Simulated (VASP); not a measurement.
Computed with PBE GGA, VASP's PBE PAW potentials (set 64) (plane waves; VASP).

The input files of a VASP run:

INCAR:
```
! general
SYSTEM =CoSi
PREC   =Accurate
ENCUT  =500
LREAL  =.False.
LASPH  =.True.

! electronic loop
EDIFF  =1E-6
NELM   =100
ALGO   =Normal
LMAXMIX=4

! smearing
ISMEAR =1
SIGMA  =0.1

! functional
GGA    =PE

! ions
IBRION =2
NSW    =40
ISIF   =3
EDIFFG =-0.02
PSTRESS=300

! output
LWAVE  =.False.
LCHARG =.False.
```

File POSCAR:
```
CoSi
1
    4.2756788676     0.0000000000     0.0000000000
    0.0000000000     4.2756788676     0.0000000000
    0.0000000000     0.0000000000     4.2756788676
Co Si
4 4
Direct
  0.8521760645   0.6478239355   0.3521760645
  0.3521760645   0.8521760645   0.6478239355
  0.1478239355   0.1478239355   0.1478239355
  0.6478239355   0.3521760645   0.8521760645
  0.1555974576   0.3444025424   0.6555974576
  0.6555974576   0.1555974576   0.3444025424
  0.8444025424   0.8444025424   0.8444025424
  0.3444025424   0.6555974576   0.1555974576
```

KPOINTS:
```
Automatic
0
Gamma
  7 7 7
0 0 0
```

POTCAR, in this order: Co Si (PBE.64 set). Program: vasp_std.

**Question.** What will the output report for the number of irreducible k-points (NKPTS), largest plane-wave count, number of space-group operations, FFT grid (NGX, NGY, NGZ)?

**Answer.** 
| Property | Value |
|---|---|
| number of irreducible k-points (NKPTS) | 24 |
| largest plane-wave count | 1999 |
| number of space-group operations | 12 |
| FFT grid (NGX, NGY, NGZ) | 32 × 32 × 32 |

The compound is CoSi in the B20 structure. It was relaxed first under an external pressure of 30 GPa. The run is not spin-polarised, so no magnetic state was tried.
